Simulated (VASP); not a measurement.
All values below come from PBE GGA, VASP's PBE PAW potentials (set 64) (plane waves; VASP).

VASP ran on this input.

**INCAR**
```
SYSTEM  =  CeO2
PREC  =  Accurate; ENCUT  =  520; LREAL  =  .False.
LASPH  =  .True.
EDIFF  =  1E-7; NELM  =  100; ALGO  =  Normal
LMAXMIX  =  6
ISMEAR  =  -5
GGA  =  PE
ISIF  =  2
LWAVE  =  .False.; LCHARG  =  .True.; LORBIT  =  11
NEDOS  =  601
LEFG  =  .True.
```

**POSCAR**
```
CeO2
1
    0.0000000000     2.7306101479     2.7306101479
    2.7306101479     0.0000000000     2.7306101479
    2.7306101479     2.7306101479     0.0000000000
Ce O
1 2
Direct
  0.0000000000   0.0000000000   0.0000000000
  0.2500000000   0.2500000000   0.2500000000
  0.7500000000   0.7500000000   0.7500000000
```

### KPOINTS
```
Automatic mesh
0
Gamma
8 8 8
0 0 0
```

POTCAR, in this order: Ce O (PBE.64 set). Program: vasp_std.

What VASP printed:

### OUTCAR
```
 ion  position               nearest neighbor table
   1  0.000  0.000  0.000-   3 2.36   3 2.36   3 2.36   2 2.36   2 2.36   2 2.36   3 2.36   2 2.36
  LATTYP: Found a face centered cubic cell.
 ALAT       =     5.4612202958
 Subroutine PRICEL returns:
 Original cell was already a primitive cell.
 Subroutine GETGRP returns: Found 48 space group operations
The static configuration has the point symmetry O_h .
The dynamic configuration has the point symmetry O_h .
 Subroutine INISYM returns: Found 48 space group operations
 Subroutine IBZKPT returns following result:
 Found     29 irreducible k-points:

 Following reciprocal coordinates:
            Coordinates               Weight
  0.000000  0.000000  0.000000      1.000000
  0.125000  0.000000  0.000000      8.000000
  0.250000  0.000000  0.000000      8.000000
  0.375000  0.000000  0.000000      8.000000
  0.500000  0.000000  0.000000      4.000000
  0.125000  0.125000  0.000000      6.000000
  0.250000  0.125000  0.000000     24.000000
  0.375000  0.125000  0.000000     24.000000
  0.500000  0.125000  0.000000     24.000000
 -0.375000  0.125000  0.000000     24.000000
 -0.250000  0.125000  0.000000     24.000000
 -0.125000  0.125000  0.000000     12.000000
  0.250000  0.250000  0.000000      6.000000
  0.375000  0.250000  0.000000     24.000000
  0.500000  0.250000  0.000000     24.000000
 -0.375000  0.250000  0.000000     24.000000
 -0.250000  0.250000  0.000000     12.000000
  0.375000  0.375000  0.000000      6.000000
  0.500000  0.375000  0.000000     24.000000
 -0.375000  0.375000  0.000000     12.000000
  0.500000  0.500000  0.000000      3.000000
  0.375000  0.250000  0.125000     24.000000
  0.500000  0.250000  0.125000     48.000000
 -0.375000  0.250000  0.125000     24.000000
  0.500000  0.375000  0.125000     24.000000
...
```

**OSZICAR**
```
       N       E                     dE             d eps       ncg     rms          rms(c)
DAV:   1     0.233347137180E+03    0.23335E+03   -0.11708E+04   944   0.200E+03
DAV:   2     0.128368111192E+02   -0.22051E+03   -0.20950E+03  1352   0.307E+02
DAV:   3    -0.296892220595E+02   -0.42526E+02   -0.41685E+02  1248   0.151E+02
DAV:   4    -0.317244708894E+02   -0.20352E+01   -0.20349E+01  1336   0.373E+01
DAV:   5    -0.318312319234E+02   -0.10676E+00   -0.10676E+00  1616   0.780E+00    0.292E+01
DAV:   6    -0.299146754379E+02    0.19166E+01   -0.98106E+01  1368   0.593E+01    0.287E+01
DAV:   7    -0.283736880554E+02    0.15410E+01   -0.21446E+02  1432   0.134E+02    0.207E+01
DAV:   8    -0.277214728907E+02    0.65222E+00   -0.39571E+00  1080   0.215E+01    0.141E+01
DAV:   9    -0.263280286459E+02    0.13934E+01   -0.67439E+00  1400   0.215E+01    0.204E+00
DAV:  10    -0.262857263951E+02    0.42302E-01   -0.25150E-01  1592   0.449E+00    0.143E+00
DAV:  11    -0.262596365071E+02    0.26090E-01   -0.52014E-02  1464   0.213E+00    0.119E+00
DAV:  12    -0.262297327073E+02    0.29904E-01   -0.15781E-01  1232   0.354E+00    0.676E-01
DAV:  13    -0.262329272221E+02   -0.31945E-02   -0.83399E-02  1632   0.249E+00    0.852E-01
DAV:  14    -0.262304069019E+02    0.25203E-02   -0.54797E-02  1440   0.212E+00    0.263E-01
DAV:  15    -0.262301663495E+02    0.24055E-03   -0.11674E-02  1304   0.102E+00    0.195E-01
DAV:  16    -0.262299390971E+02    0.22725E-03   -0.20806E-03  1232   0.457E-01    0.226E-02
DAV:  17    -0.262299526943E+02   -0.13597E-04   -0.13790E-04  1392   0.117E-01    0.292E-02
DAV:  18    -0.262299474107E+02    0.52836E-05   -0.14558E-05  1464   0.368E-02    0.167E-02
DAV:  19    -0.262299452604E+02    0.21503E-05   -0.78380E-06  1488   0.259E-02    0.586E-03
DAV:  20    -0.262299442921E+02    0.96830E-06   -0.60711E-06  1272   0.232E-02    0.290E-03
DAV:  21    -0.262299441975E+02    0.94561E-07   -0.11696E-07   776   0.281E-03
   1 F= -.26229944E+02 E0= -.26229944E+02  d E =0.000000E+00
```

**OUTCAR**
```
------------------------ aborting loop because EDIFF is reached ----------------------------------------
  FORCE on cell =-STRESS in cart. coord.  units (eV):
  Direction    XX          YY          ZZ          XY          YZ          ZX
  --------------------------------------------------------------------------------------
  Total        0.0607431      0.0607431      0.0607431     -0.0000000     -0.0000000     -0.0000000
  in kB        2.3900020      2.3900020      2.3900020     -0.0000000     -0.0000000     -0.0000000
  external PRESSURE =       2.3900020 kB  Pullay stress =       0.0000000 kB
  volume of cell :       40.72
      direct lattice vectors                 reciprocal lattice vectors
     0.000000000  2.730610148  2.730610148    -0.183109259  0.183109259  0.183109259
     2.730610148  0.000000000  2.730610148     0.183109259 -0.183109259  0.183109259
     2.730610148  2.730610148  0.000000000     0.183109259  0.183109259 -0.183109259
 POSITION                                       TOTAL-FORCE (eV/Angst)
 -----------------------------------------------------------------------------------
      0.00000      0.00000      0.00000        -0.000000      0.000000     -0.000000
      1.36531      1.36531      1.36531         0.000000     -0.000000      0.000000
      4.09592      4.09592      4.09592        -0.000000      0.000000     -0.000000
 -----------------------------------------------------------------------------------
    total drift:                                0.000000     -0.000000      0.000000
  FREE ENERGIE OF THE ION-ELECTRON SYSTEM (eV)
  ---------------------------------------------------
  free  energy   TOTEN  =       -26.2299441975 eV

  energy  without entropy=      -26.2299441975  energy(sigma->0) =      -26.22994420

 total charge

# of ion       s       p       d       f       tot
--------------------------------------------------
    1        2.019   5.805   0.859   0.950   9.633
    2        1.576   3.431   0.000   0.000   5.006
    3        1.576   3.431   0.000   0.000   5.006
--------------------------------------------------
tot          5.170  12.666   0.859   0.950  19.645
```
(Selected blocks of OUTCAR.)

The compound is CeO2 in the fluorite structure. It was relaxed first. The run is not spin-polarised, so no magnetic state was tried.
